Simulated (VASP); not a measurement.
OSZICAR of a VASP run on PbTe (rock salt):

OSZICAR:
```
       N       E                     dE             d eps       ncg     rms          rms(c)
DAV:   1     0.629082299614E+02    0.62908E+02   -0.82323E+03   448   0.115E+03
DAV:   2    -0.765756150840E+02   -0.13948E+03   -0.13564E+03   496   0.315E+02
DAV:   3    -0.868419782308E+02   -0.10266E+02   -0.10172E+02   568   0.925E+01
DAV:   4    -0.870874707096E+02   -0.24549E+00   -0.24543E+00   556   0.180E+01
DAV:   5    -0.870956385402E+02   -0.81678E-02   -0.81677E-02   612   0.284E+00    0.318E+00
DAV:   6    -0.826846638899E+02    0.44110E+01   -0.19084E+00   532   0.268E+01    0.275E+00
DAV:   7    -0.825888814518E+02    0.95782E-01   -0.70177E-01   448   0.908E+00    0.163E+00
DAV:   8    -0.826260243903E+02   -0.37143E-01   -0.76724E-01   448   0.509E+00    0.620E-01
DAV:   9    -0.826682234938E+02   -0.42199E-01   -0.57202E-02   466   0.194E+00    0.564E-01
DAV:  10    -0.826389653681E+02    0.29258E-01   -0.37490E-02   448   0.139E+00    0.974E-01
DAV:  11    -0.826986210894E+02   -0.59656E-01   -0.21187E-01   448   0.295E+00    0.216E-01
DAV:  12    -0.827007845126E+02   -0.21634E-02   -0.11855E-02   508   0.753E-01    0.142E-01
DAV:  13    -0.827037992022E+02   -0.30147E-02   -0.12158E-03   466   0.293E-01    0.964E-02
DAV:  14    -0.827048313178E+02   -0.10321E-02   -0.34722E-03   448   0.677E-01    0.101E-01
DAV:  15    -0.827054202332E+02   -0.58892E-03   -0.67660E-04   460   0.338E-01    0.170E-02
DAV:  16    -0.827053758951E+02    0.44338E-04   -0.81626E-05   484   0.945E-02    0.680E-03
DAV:  17    -0.827054298890E+02   -0.53994E-04   -0.31064E-05   466   0.655E-02    0.900E-03
DAV:  18    -0.827054273079E+02    0.25811E-05   -0.35683E-06   500   0.246E-02    0.708E-03
DAV:  19    -0.827054293016E+02   -0.19937E-05   -0.43599E-06   454   0.181E-02    0.248E-03
DAV:  20    -0.827054278073E+02    0.14943E-05   -0.72031E-07   248   0.883E-03    0.258E-03
DAV:  21    -0.827054281779E+02   -0.37064E-06   -0.66323E-08   224   0.348E-03
   1 F= -.82705428E+02 E0= -.82705428E+02  d E =-.827054E+02
       N       E                     dE             d eps       ncg     rms          rms(c)
DAV:   1    -0.827058266813E+02   -0.39887E-03   -0.13481E-02   550   0.211E+00    0.109E-01
DAV:   2    -0.827054908103E+02    0.33587E-03   -0.73713E-04   544   0.491E-01    0.415E-02
DAV:   3    -0.827054344008E+02    0.56410E-04   -0.23290E-04   538   0.273E-01    0.755E-03
DAV:   4    -0.827054352202E+02   -0.81934E-06   -0.22733E-05   448   0.479E-02    0.501E-03
DAV:   5    -0.827054320900E+02    0.31302E-05   -0.21430E-05   448   0.394E-02    0.362E-03
DAV:   6    -0.827054371158E+02   -0.50258E-05   -0.65626E-06   448   0.206E-02    0.289E-03
DAV:   7    -0.827054309033E+02    0.62125E-05   -0.51868E-06   448   0.214E-02    0.159E-03
DAV:   8    -0.827054366348E+02   -0.57316E-05   -0.92228E-06   448   0.274E-02    0.410E-04
DAV:   9    -0.827054370996E+02   -0.46479E-06   -0.24705E-07   224   0.372E-03
   2 F= -.82705437E+02 E0= -.82705437E+02  d E =-.892170E-05
```

### Question
Which electronic solver shows in the log?

### Answer
It is blocked Davidson (ALGO = Normal, or the opening steps of other solvers). The INCAR had ALGO = Normal.

### Question
Can the final energy be trusted as converged?

### Answer
The calculation finished and met its thresholds. It stopped with EDIFF = 1E-6, NELM = 100, NSW = 60 and EDIFFG = -0.01 after 2 ionic steps (r2SCAN meta-GGA, plane waves, VASP's PBE PAW potentials (set 64)).

The compound is PbTe in the rock salt structure. This run relaxes it. Symmetry was kept, so distortions that lower it aren't found. The start is the result of an earlier pass.
